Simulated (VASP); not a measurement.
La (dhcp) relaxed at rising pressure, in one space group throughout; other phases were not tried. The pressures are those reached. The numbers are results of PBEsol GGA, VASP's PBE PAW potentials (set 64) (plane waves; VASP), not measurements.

```
P (GPa)  V (Å³/atom)   k-mesh
-------  -----------  -------
0.04          34.179  10×10×3
4.97          29.339  10×10×3
10.08         26.572  11×11×3
19.99         22.703  11×11×3
29.93         20.747  11×11×3
```

A change of mesh leaves a small step in the series.

Question: Fit an equation of state and predict the volume at 44.97 GPa.

Answer: Least squares on the third-order Birch-Murnaghan form, P = (3B0/2)(y⁷ − y⁵)[1 + (3/4)(B′ − 4)(y² − 1)] with y = (V0/V)^(1/3), gives V0 = 34.537 Å³/atom, B0 = 22 GPa and B′ = 3.8, and so 18.508 Å³/atom. The run gave 18.960 Å³/atom, +2.4 % from the fit.

Pressures at which the relaxation failed are left out.

The compound is La in the dhcp structure.
